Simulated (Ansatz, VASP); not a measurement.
## One calculation of MgBe2S3, two programs

INCAR

```
  ALGO = Normal
  EDIFF = 1E-6
  EDIFFG = -0.04
  ENCUT = 600
  GGA = PE
  IBRION = 2
  ISIF = 3
  ISMEAR = 0
  LASPH = T
  LCHARG = F
  LREAL = F
  LWAVE = F
  NELM = 60
  NSW = 90
  PREC = Accurate
  SIGMA = 0.1
```

KPOINTS

```
k-points
0
Gamma
  6 6 2
```

File POSCAR:

```
MgBe2S3
1.0
    3.4518404500      0.0000000000      0.0000000000
   -1.7259202200      2.9893815200      0.0000000000
    0.0000000000      0.0000000000      8.8564487000
Mg Be S
1 2 3
Direct
    0.0000000000      0.0000000000      0.0000000000
    0.3333333300      0.6666666700      0.6618250000
    0.6666666700      0.3333333300      0.3381750000
    0.3333333300      0.6666666700      0.2081069900
    0.0000000000      0.0000000000      0.5000000000
    0.6666666700      0.3333333300      0.7918930100
```

Input for Ansatz:

```yaml
crystal:
  lattice:
    - [3.45184045, 0.0, 0.0]
    - [-1.72592022, 2.98938152, 0.0]
    - [0.0, 0.0, 8.8564487]
  atoms:
    - { symbol: Mg, position: [0.0, 0.0, 0.0] }
    - { symbol: Be, position: [0.33333333, 0.66666667, 0.661825] }
    - { symbol: Be, position: [0.66666667, 0.33333333, 0.338175] }
    - { symbol: S, position: [0.33333333, 0.66666667, 0.20810699] }
    - { symbol: S, position: [0.0, 0.0, 0.5] }
    - { symbol: S, position: [0.66666667, 0.33333333, 0.79189301] }
basis:
  ecutwfc: 420
kpoints:
  mp_grid: { grid: [6, 6, 2] }
hamiltonian:
  xc: pbe
scf:
  occupations: { method: gaussian, width: 0.1 }
  lower_state_search: "off"
output:
  forces: true
  stress: true
  eigenvalues: true
relax:
  adjacent_minimum: "off"
  f_tol: 0.04
  max_steps: 70
  cell: { stress_tol: 0.4 }
```

Change from the starting cell: species swapped into the NaNi2O3 type (P-3m1, No. 164).

Alike in both runs: task relaxation of cell and atoms; functional PBE; k mesh 6 × 6 × 2; occupations gaussian, width 0.1 eV; no spin polarisation.

```csv
,VASP,Ansatz
version,VASP 6.6.1,Ansatz 0.2.0
potentials or method,"VASP PAW PBE potentials, release 64 (Mg, Be, S)","scalar-relativistic, plane waves, PAW"
plane-wave cutoff (eV),600,420
valence electrons in the cell,24,32
```

Ansatz gave:

| Quantity | Value |
| --- | --- |
| gap on the k mesh at the Fermi level, each at its own relaxed structure (eV) | 1.51 |
| relaxed volume (Å³/atom) | 14.14 |
| relaxed cell length with the largest relative difference (Å) | 8.448 |
| energy change over the relaxation (meV/atom) | -52 |

Question: Estimate VASP's values.

Answer: gap on the k mesh at the Fermi level, each at its own relaxed structure (eV): 1.51; relaxed volume (Å³/atom): 14.13; relaxed cell length with the largest relative difference (Å): 8.455; energy change over the relaxation (meV/atom): -53.

The two sets of potentials don't hold the same shells in valence.

A k mesh can miss the band edges.
